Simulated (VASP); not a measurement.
Method: PBEsol GGA, VASP's PBE PAW potentials (set 64) (plane waves; VASP 6.6.1).

VASP ran on this input.

File KPOINTS_OPT:
```
k-points along high-symmetry lines
6
Line-mode
Reciprocal
  0.000000   0.000000   0.000000 ! GAMMA
  0.500000   0.000000   0.000000 ! M

  0.500000   0.000000   0.000000 ! M
  0.333333   0.333333   0.000000 ! K

  0.333333   0.333333   0.000000 ! K
  0.000000   0.000000   0.000000 ! GAMMA

  0.000000   0.000000   0.000000 ! GAMMA
  0.000000   0.000000   0.500000 ! A

  0.000000   0.000000   0.500000 ! A
  0.500000   0.000000   0.500000 ! L

  0.500000   0.000000   0.500000 ! L
  0.333333   0.333333   0.500000 ! H

  0.333333   0.333333   0.500000 ! H
  0.000000   0.000000   0.500000 ! A

  0.500000   0.000000   0.500000 ! L
  0.500000   0.000000   0.000000 ! M

  0.333333   0.333333   0.500000 ! H
  0.333333   0.333333   0.000000 ! K
```

### INCAR
```
SIGMA = 0.1   ! width (eV)
PREC = Accurate
LMAXMIX = 6   ! l cut-off of mixed one-centre charges
LREAL = .FALSE.   ! projection in real space or not
LWAVE = .FALSE.
SYSTEM = RbAu5
ALGO = Normal   ! blocked Davidson
LCHARG = .FALSE.
ISMEAR = -1   ! Fermi-Dirac
ISIF = 2   ! forces and stress, cell fixed
LASPH = .TRUE.   ! aspherical one-centre terms
ENCUT = 300
EDIFF = 1E-6
GGA = PS   ! PBEsol
NELM = 100
```

**KPOINTS**
```
kpoints
0
Gamma
 5 5 6
0 0 0
```

**POSCAR**
```
RbAu5
11.636440
  0.5000000000   0.0000000000   0.0000000000
 -0.2500000000   0.4330126740   0.0000000000
  0.0000000000   0.0000000000   0.3867875398
Rb Au
1 5
Direct
  0.0000000000   0.0000000000   0.0000000000
  0.6666670000   0.3333330000   0.0000000000
  0.3333330000   0.6666670000   0.0000000000
  0.5000000000   0.0000000000   0.5000000000
  0.5000000000   0.5000000000   0.5000000000
  0.0000000000   0.5000000000   0.5000000000
```

POTCAR, in this order: Rb_sv Au (PBE.64 set). Program: vasp_std.

At this cut-off the stress carries a Pulay error, which pulls relaxed volumes low. Unless said otherwise, spin-orbit coupling is left out, though it shifts the bands of the heavy elements here.

Task: Predict the energy per atom (σ→0), pressure, band gap (over mesh and band path).

Result: 
```yaml
energy per atom (σ→0): -346.5 kJ/mol of atoms
band gap (over mesh and band path): none (metal, semimetal or under 0.01 eV)
pressure: -36.2 kbar
```

**OSZICAR**
```
...
DAV:  10    -0.215705678237E+02   -0.59203E-04   -0.41443E-04  1812   0.118E-01    0.425E-02
DAV:  11    -0.215705900392E+02   -0.22216E-04   -0.94896E-05  1750   0.910E-02    0.185E-02
DAV:  12    -0.215705916642E+02   -0.16250E-05   -0.13639E-05  1742   0.412E-02    0.500E-03
DAV:  13    -0.215705921923E+02   -0.52804E-06   -0.36336E-06  1388   0.117E-02
   1 F= -.21570592E+02 E0= -.21548160E+02  d E =-.448640E-01
       N       E                     dE             ncg
       N       E                     dE             ncg
       N       E                     dE             ncg
```

The structure comes from a computed database's RbAu5 entry (P6/mmm); how it stands against other phases isn't given here. The cell was not relaxed at this level.
